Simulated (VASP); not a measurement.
Input:

```
CELL_PARAMETERS angstrom
      0.00000     2.79186     2.79186
      2.79186     0.00000     2.79186
      2.79186     2.79186     0.00000
ATOMIC_POSITIONS crystal
  Ce 0.00000 0.00000 0.00000
  O  0.25000 0.25000 0.25000
  O  0.75000 0.75000 0.75000
```

These are vdW-DF2, VASP's PBE PAW potentials (set 64) (plane waves; VASP) values and carry that method's errors. Settings: 520 eV cut-off, Gaussian smearing of 0.050 eV, potentials Ce O.

Q: Give the energies of bands 7 to 15 at the high-symmetry points, in eV from the valence-band maximum.

A: 
| band | Γ | X | U | L | W |
|---|---|---|---|---|---|
| 7 | -3.22 | -3.42 | -2.86 | -2.46 | -2.56 |
| 8 | -3.22 | -1.16 | -1.58 | -2.46 | -2.09 |
| 9 | -3.22 | -1.16 | -1.20 | -1.18 | -0.93 |
| 10 | -0.49 | -0.57 | -1.10 | -1.07 | -0.93 |
| 11 | -0.49 | -0.57 | -0.60 | -0.71 | -0.57 |
| 12 | -0.49 | -0.48 | -0.23 | -0.71 | -0.46 |
| 13 | 1.93 | 1.72 | 1.69 | 1.62 | 1.68 |
| 14 | 1.93 | 1.73 | 1.77 | 1.79 | 1.78 |
| 15 | 1.93 | 1.73 | 1.85 | 1.79 | 1.78 |

The gap is indirect, 1.62 eV, from the valence maximum at K-Γ at 0.29 to the conduction minimum at L.

The compound is CeO2 in the fluorite structure. It was relaxed first, which changed the volume by +10 %. The run is not spin-polarised, so no magnetic state was tried.
